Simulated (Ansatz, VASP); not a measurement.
# Cross-check of InH3 between VASP and Ansatz, part 2 of 2

One calculation is typed for both programs; each brings its own data sets. How far apart do they land? The cell is generated by rule, not measured, and may not be a known phase. The cell is taken from a series of runs on this material, whose earlier steps may have relaxed, scaled, displaced or heated it; both programs get it as it stands.

VASP 6.6.1 and Ansatz 0.2.0.

So far. Step 5 (VASP: single point, PBEsol, pair 2): The run ends at a pressure of -0.17 GPa. Step 6 (Ansatz: single point, PBEsol, pair 2): The run ends at a pressure of -0.07 GPa.

### 8. Ansatz: single point, PBEsol, pair 3

Level of this step: Ansatz beside VASP: Kohn-Sham DFT, plane waves, PBEsol (Ansatz).

A single point takes one fixed geometry, so differences don't come from the geometry; what else differs is listed under the comparison.

The cell is taken from a series of runs on this material, whose earlier steps may have relaxed, scaled, displaced or heated it; both programs get it as it stands.

File input.yaml:

```yaml
crystal:
  lattice:
    - [-3.8226931498, 0.0, 0.0]
    - [0.0, -3.8226931498, -3.8226931498]
    - [0.0, -3.8226931498, 3.8226931498]
  atoms:
    - { symbol: In, position: [0.0, 0.5, 0.5] }
    - { symbol: In, position: [0.0, 0.0, 0.0] }
    - { symbol: H, position: [0.5, 0.5, 0.5] }
    - { symbol: H, position: [0.5, 0.0, 0.0] }
    - { symbol: H, position: [0.0, 0.2447680865, 0.2552319135] }
    - { symbol: H, position: [0.0, 0.7552319135, 0.7447680865] }
    - { symbol: H, position: [0.0, 0.2552319135, 0.7552319135] }
    - { symbol: H, position: [0.0, 0.7447680865, 0.2447680865] }
kpoints:
  mp_grid: { grid: [8, 6, 6] }
hamiltonian:
  xc: pbesol
scf:
  occupations: { method: methfessel_paxton, width: 0.15 }
output:
  forces: true
  stress: true
  eigenvalues: true
```

The run is started by

```console
ansatz run input.yaml --threads 4 --pin off --max-ram 7168MiB --backend cpu --events-out ev --progress --plain --runs-dir out
```

Numbers of over 12 decimals in the logs are rounded to 6 here.

Output:

```text
[...]
Crystal: 8 atoms, lattice volume = 111.722 Å³
Basis set: ecut = 420 eV, 2137 PW (Γ), exchange–correlation on 54×80×80 points (8 copies of the dense FFT grid, shifted against one another)
Bands: 24, of which v1, the nominal top of the filled ones, is band 16 counted from 1 (15 counted from 0)
Symmetry: 16 space group operations
[...]
k-points: 50 of 288
[...]
k-point 0: bands = [... 12 lower, -1.3546, -1.3546, 3.0175, 3.0323, 6.6552, 6.6577, 6.6577, 6.8601, ... 4 higher]
  k-point 1: bands = [... 12 lower, -1.1720, -0.7121, 2.4037, 2.7839, 6.5302, 6.7720, 7.0508, 7.4590, ... 4 higher]
  k-point 2: bands = [... 12 lower, -0.6400, 0.2903, 1.2678, 2.1476, 6.4578, 6.9499, 7.1091, 8.2118, ... 4 higher]
  k-point 49: bands = [... 12 lower, -1.3812, -1.3812, -1.3555, -1.3555, 6.8472, 6.8472, 7.6752, 7.6752, ... 4 higher]
[key lines of the parts left out:]
SCF converged after 6 iterations
Free energy (F): -11142.081120 eV
Fermi energy:    2.807784 eV
P = ⅓ Tr σ = -0.0896 GPa (-0.896 kbar)
```

The run ends at a pressure of -0.09 GPa, with forces up to 7.2e-4 eV/Å.

### 9. VASP: single point, PBEsol, pair 3

The same cell, functional, mesh and smearing now go to VASP, with its own data sets.

File INCAR:

```
SYSTEM = InH3
PREC = Accurate
ENCUT = 500
EDIFF = 1E-06
NELM = 120
ISMEAR = 1
SIGMA = 0.15
LREAL = .FALSE.
ALGO = Normal
GGA = PS
NBANDS = 24
LORBIT = 11
LWAVE = .FALSE.
LCHARG = .FALSE.
ISIF = 2
LASPH = .TRUE.
GGA_COMPAT = .FALSE.
KPAR = 2
```

File POSCAR:

```
InH3
1.0
   -3.8226931498      0.0000000000      0.0000000000
    0.0000000000     -3.8226931498     -3.8226931498
    0.0000000000     -3.8226931498      3.8226931498
In H
2 6
Direct
    0.0000000000      0.5000000000      0.5000000000
    0.0000000000      0.0000000000      0.0000000000
    0.5000000000      0.5000000000      0.5000000000
    0.5000000000      0.0000000000      0.0000000000
    0.0000000000      0.2447680865      0.2552319135
    0.0000000000      0.7552319135      0.7447680865
    0.0000000000      0.2552319135      0.7552319135
    0.0000000000      0.7447680865      0.2447680865
```

File KPOINTS:

```
Automatic mesh
0
Gamma
8 6 6
0 0 0
```

Potentials, in the order of the species: In_d and H (PBE family, release 64).

The run is started by

```console
mpirun -np 2 vasp_std
```

Output:

```text
[... set-up lines as in an earlier step ...]
 entering main loop
       N       E                     dE             d eps       ncg     rms          rms(c)
DAV:   1     0.242633860437E+03    0.24263E+03   -0.14258E+04  2400   0.139E+03
DAV:   2    -0.213215245954E+01   -0.24477E+03   -0.23523E+03  2464   0.356E+02
DAV:   3    -0.235942048838E+02   -0.21462E+02   -0.21215E+02  3088   0.122E+02
DAV:   4    -0.243964109270E+02   -0.80221E+00   -0.80181E+00  2720   0.270E+01
[...]
DAV:  12    -0.231184941624E+02   -0.14459E-04   -0.34465E-05  2816   0.588E-02    0.214E-02
DAV:  13    -0.231184955968E+02   -0.14344E-05   -0.42179E-06  2464   0.158E-02    0.153E-03
DAV:  14    -0.231184957015E+02   -0.10471E-06   -0.28374E-07  2024   0.424E-03
   1 F= -.23118496E+02 E0= -.23118212E+02  d E =-.851630E-03
```

OUTCAR, selected parts (step 9):

```text
  Total       -0.1068625     -0.1461568     -0.1461568     -0.0000000      0.0000000      0.0000000
  in kB       -1.5324897     -2.0959998     -2.0959998     -0.0000000      0.0000000      0.0000000
  external PRESSURE =      -1.9081631 kB  Pullay stress =       0.0000000 kB

 POSITION                                       TOTAL-FORCE (eV/Angst)
 -----------------------------------------------------------------------------------
      0.00000     -3.82269      0.00000         0.000000     -0.000000      0.000000
      0.00000      0.00000      0.00000         0.000000     -0.000000      0.000000
     -1.91135     -3.82269      0.00000         0.000000     -0.000000      0.000000
     -1.91135      0.00000      0.00000         0.000000     -0.000000      0.000000
      0.00000     -1.91135      0.04000         0.000000     -0.000000      0.000943
      0.00000     -5.73404     -0.04000        -0.000000     -0.000000     -0.000943
      0.00000     -3.86269      1.91135         0.000000     -0.000943      0.000000
      0.00000     -3.78269     -1.91135         0.000000      0.000943      0.000000
 -----------------------------------------------------------------------------------
    total drift:                                0.000000      0.000000     -0.000000

  FREE ENERGIE OF THE ION-ELECTRON SYSTEM (eV)
  ---------------------------------------------------
  free  energy   TOTEN  =       -23.1184957015 eV

  energy  without entropy=      -23.1176440715  energy(sigma->0) =      -23.11821182

[... 2 parts as in an earlier step ...]

[... 1 further part left out ...]
[key lines of the parts left out:]
E-fermi :   1.4046
```

The run ends at a pressure of -0.19 GPa, with forces up to 9.4e-4 eV/Å.

### 10. Side by side

Compared:

```tsv
quantity	Ansatz	VASP	difference
pressure (GPa)	-0.09	-0.19	+0.10
```

### 11. Results

| Item | Value |
| --- | --- |
| difference in pressure (single point, PBEsol, pair 1) | 0.086 GPa |
| difference in pressure (single point, PBEsol, pair 2) | 0.10 GPa |
| difference in pressure (single point, PBEsol, pair 3) | 0.10 GPa |

In words: The difference in pressure is 0.10 GPa (single point, PBEsol, pair 2), within the 1 GPa picked in this series as the mark of a large difference. 5 further pairs of this series are not shown here. Such differences can come from data sets, numerical settings and the points named under the comparisons, not from the functional's error against experiment.

[Lines on the potential files, build, host, timing and source positions are cut from VASP's logs without a mark.]

[Logs are printed without paths, hosts, clocks, repeated set-up lines and the standing remarks that a program may print on its own settings, such as how far it seeks lower states.]

[Hosts, paths, dates, database ids (printed as entryN), source tags and the programs' standing remarks are cut or masked in the printed files.]
